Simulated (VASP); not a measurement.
Computed with revPBE GGA, VASP's PBE PAW potentials (set 64) (plane waves; VASP 6.6.1).

A VASP calculation is set up with these files.

### INCAR
```
SYSTEM = PbTe
PREC = Accurate
ENCUT = 520
EDIFF = 1E-6
NELM = 100
ALGO = Normal
LREAL = .FALSE.
LASPH = .TRUE.
ISMEAR = 0
SIGMA = 0.05
GGA = RE
LMAXMIX = 4
LWAVE = .FALSE.
LCHARG = .FALSE.
IBRION = 2
ISIF = 3
NSW = 60
EDIFFG = -0.01
```

### POSCAR
```
PbTe
1
    0.0000000000     3.2300000000     3.2300000000
    3.2300000000     0.0000000000     3.2300000000
    3.2300000000     3.2300000000     0.0000000000
Te Pb
1 1
Direct
  0.5000000000   0.5000000000   0.5000000000
  0.0000000000   0.0000000000   0.0000000000
```

**KPOINTS**
```
Automatic
0
Gamma
7 7 7
```

POTCAR, in this order: Te Pb_d (PBE.64 set). Program: vasp_std.

Energy and stress use the plane-wave basis of the starting cell.

Task: Predict the energy per atom (σ→0), volume per atom.

Result: 
```yaml
energy per atom (σ→0): -3.464 eV/atom
volume_per_atom: 36.39 Å³/atom
```

### OSZICAR
```
...
DAV:   2    -0.693725906430E+01    0.54708E-01   -0.11127E-01   686   0.598E+00    0.502E-01
DAV:   3    -0.692768051295E+01    0.95786E-02   -0.41466E-02   686   0.334E+00    0.100E-01
DAV:   4    -0.692776325971E+01   -0.82747E-04   -0.66416E-04   560   0.261E-01    0.746E-02
DAV:   5    -0.692781574071E+01   -0.52481E-04   -0.18457E-04   604   0.123E-01    0.175E-02
DAV:   6    -0.692781582705E+01   -0.86334E-07   -0.14708E-05   754   0.639E-02    0.548E-03
DAV:   7    -0.692781383344E+01    0.19936E-05   -0.14925E-06   400   0.102E-02    0.905E-04
DAV:   8    -0.692781389412E+01   -0.60679E-07   -0.87660E-08   280   0.430E-03
   3 F= -.69278139E+01 E0= -.69278139E+01  d E =-.502244E-01
```

The compound is PbTe in the rock salt structure. This run relaxes it. Symmetry was kept, so distortions that lower it aren't found.
